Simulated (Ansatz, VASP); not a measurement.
# NaCu2Au2: VASP beside Ansatz

```xyz
5
Lattice="4.5707 0.0000 0.0000 3.6595 2.7385 0.0000 0.0000 0.0000 22.6793" Properties=species:S:1:pos:R:3 pbc="T T T"
Cu    5.9449    1.9781    9.5264
Cu    1.3742    0.4572   11.9793
Au    0.0000    0.0000    8.3000
Au    3.6595    1.2177   10.7529
Na    3.7168   -0.2576   13.3752
```

Alike in both runs: functional LDA; k mesh 6 × 6 × 1; occupations fermi-dirac, width 0.15 eV; no spin polarisation.

Ansatz relaxed the structure, and its values are those at the end. VASP's run is a single point on that final structure, the one shown.

```csv
,VASP,Ansatz
version,VASP 6.6.1,Ansatz 0.2.0
potentials or method,"VASP PAW LDA potentials, release 64 (Cu, Au, Na_pv)","plane waves, PAW"
plane-wave cutoff (eV),520,470
valence electrons in the cell,51,85
```

|  | VASP | Ansatz | Ansatz less VASP |
| --- | --- | --- | --- |
| rms of the force components (eV/Å) | 0.360 | 0.370 | +0.0101 |

The two sets of potentials don't hold the same shells in valence.

Caveats: the k mesh is coarse (spacing up to 0.38 Å⁻¹), so the values aren't converged. The runs have no spin-orbit coupling, so splittings on Au are missing.
